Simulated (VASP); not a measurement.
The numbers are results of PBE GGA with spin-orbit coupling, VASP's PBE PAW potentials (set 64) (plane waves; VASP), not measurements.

The input files of a VASP run:

**INCAR**
```
LMAXMIX=6   # l cut-off of mixed one-centre charges
ALGO=Normal   # blocked Davidson
ISIF=2
ISMEAR=0
LORBIT=11   # lm-projected
LSORBIT=.TRUE.
SIGMA=0.1   # width (eV)
GGA=PE   # PBE
LNONCOLLINEAR=.TRUE.
SYSTEM=Ru2W
NELM=100
LCHARG=.FALSE.
LASPH=.TRUE.   # aspherical one-centre terms
LWAVE=.FALSE.
LREAL=.FALSE.   # projection in real space or not
PREC=Accurate
EDIFF=1E-6
ENCUT=300   # plane-wave cut-off (eV)
GGA_COMPAT=.FALSE.
MAGMOM=0.0 0.0 0.0 0.0 0.0 0.0 0.0 0.0 0.0
```

KPOINTS:
```
K-points
0
gamma
 7 7 7
0 0 0
```

File POSCAR:
```
Ru2W
4.8697450
 -0.3537643141   0.3537643141   0.8658531402
  0.3537643141  -0.3537643141   0.8658531402
  0.3537643141   0.3537643141  -0.8658531402
W Ru
1 2
direct
  0.0000000000   0.0000000000   0.0000000000
  0.3353000000   0.3353000000   0.0000000000
  0.6647000000   0.6647000000   0.0000000000
```

POTCAR, in this order: W_sv Ru_pv (PBE.64 set). Program: vasp_ncl.

What VASP printed:

**OSZICAR**
```
       N       E                     dE             d eps       ncg     rms          rms(c)
DAV:   1     0.400580576009E+03    0.40058E+03   -0.18490E+04  4184   0.130E+03
DAV:   2    -0.131832890152E+02   -0.41376E+03   -0.40376E+03  4308   0.471E+02
DAV:   3    -0.324778721441E+02   -0.19295E+02   -0.18510E+02  4980   0.979E+01
DAV:   4    -0.330186537291E+02   -0.54078E+00   -0.52998E+00  4776   0.140E+01
DAV:   5    -0.330332029119E+02   -0.14549E-01   -0.14522E-01  5174   0.219E+00    0.196E+01
DAV:   6    -0.312370670035E+02    0.17961E+01   -0.47717E+00  4508   0.170E+01    0.593E+00
DAV:   7    -0.312662123501E+02   -0.29145E-01   -0.24227E+00  4842   0.113E+01    0.408E+00
DAV:   8    -0.310094234571E+02    0.25679E+00   -0.93101E-01  5084   0.600E+00    0.107E+00
DAV:   9    -0.310046143575E+02    0.48091E-02   -0.28899E-02  4628   0.102E+00    0.652E-01
DAV:  10    -0.310027522756E+02    0.18621E-02   -0.33944E-03  4890   0.554E-01    0.152E-01
DAV:  11    -0.310027671768E+02   -0.14901E-04   -0.16125E-04  5060   0.101E-01    0.814E-02
DAV:  12    -0.310027661992E+02    0.97761E-06   -0.28906E-05  4766   0.402E-02    0.299E-02
DAV:  13    -0.310027644357E+02    0.17635E-05   -0.16654E-06  3380   0.980E-03    0.108E-02
DAV:  14    -0.310027624974E+02    0.19383E-05   -0.29792E-07  2284   0.501E-03    0.181E-03
DAV:  15    -0.310027623186E+02    0.17879E-06   -0.10743E-07  2184   0.286E-03
   1 F= -.31002762E+02 E0= -.30984893E+02  d E =-.357396E-01  mag=     0.0000    -0.0000    -0.0000
```

**OUTCAR**
```
------------------------ aborting loop because EDIFF is reached ----------------------------------------
  FORCE on cell =-STRESS in cart. coord.  units (eV):
  Direction    XX          YY          ZZ          XY          YZ          ZX
  --------------------------------------------------------------------------------------
  Total       -8.5226590     -8.5226590     -5.4352960      0.0000000      0.0000000      0.0000000
  in kB     -272.7939687   -272.7939687   -173.9734005      0.0000000      0.0000000      0.0000000
  external PRESSURE =    -239.8537793 kB  Pullay stress =       0.0000000 kB
  volume of cell :       50.06
      direct lattice vectors                 reciprocal lattice vectors
    -1.722742000  1.722742000  4.216484000     0.000000000  0.290234986  0.118582212
     1.722742000 -1.722742000  4.216484000     0.290234986  0.000000000  0.118582212
     1.722742000  1.722742000 -4.216484000     0.290234986  0.290234986  0.000000000
 POSITION                                       TOTAL-FORCE (eV/Angst)
 -----------------------------------------------------------------------------------
      0.00000      0.00000      0.00000        -0.000000     -0.000000      0.000000
      0.00000      0.00000      2.82757        -0.000000     -0.000000      0.627328
      0.00000      0.00000      5.60539         0.000000      0.000000     -0.627328
 -----------------------------------------------------------------------------------
    total drift:                               -0.000000      0.000000      0.000000
  FREE ENERGIE OF THE ION-ELECTRON SYSTEM (eV)
  ---------------------------------------------------
  free  energy   TOTEN  =       -31.0027623186 eV

  energy  without entropy=      -30.9670227620  energy(sigma->0) =      -30.98489254

 total charge

# of ion       s       p       d       tot
------------------------------------------
    1        2.385   6.249   3.104  11.738
    2        0.355   6.227   5.907  12.489
    3        0.355   6.227   5.907  12.489
--------------------------------------------------
tot          3.096  18.702  14.918  36.716

 magnetization (x)

# of ion       s       p       d       tot
------------------------------------------
    1       -0.000   0.000  -0.000  -0.000
    2        0.000   0.000   0.000   0.000
    3        0.000   0.000   0.000   0.000
--------------------------------------------------
tot         -0.000   0.000   0.000   0.000

 magnetization (y)

# of ion       s       p       d       tot
------------------------------------------
    1        0.000   0.000   0.000   0.000
    2        0.000   0.000   0.000   0.000
    3        0.000   0.000  -0.000  -0.000
--------------------------------------------------
tot          0.000   0.000  -0.000  -0.000

 magnetization (z)

# of ion       s       p       d       tot
------------------------------------------
    1       -0.000   0.000   0.000   0.000
    2        0.000   0.000   0.000   0.000
    3        0.000   0.000   0.000   0.000
--------------------------------------------------
tot         -0.000   0.000   0.000   0.000

 Ion:    1  E_soc:     -1.6330132

 Ion:    2  E_soc:     -0.2820869

 Ion:    3  E_soc:     -0.2820869
```
(Selected blocks of OUTCAR.)

At this cut-off the stress carries a Pulay error, which pulls relaxed volumes low.

The structure was generated: Ru2W was put into an ordered model structure, which need not be its known phase. The cell was not relaxed at this level. The k-mesh is coarse (spacing up to 0.37 per Å, 2π included), so the numbers may not be converged in it. The run is one of a series of settings (GGA_COMPAT = .FALSE., LNONCOLLINEAR = .TRUE., LSORBIT = .TRUE., MAGMOM = 0.0 0.0 0.0 0.0 0.0 0.0 0.0 0.0 0.0, program vasp_ncl against the base run), some of them coarse on purpose.
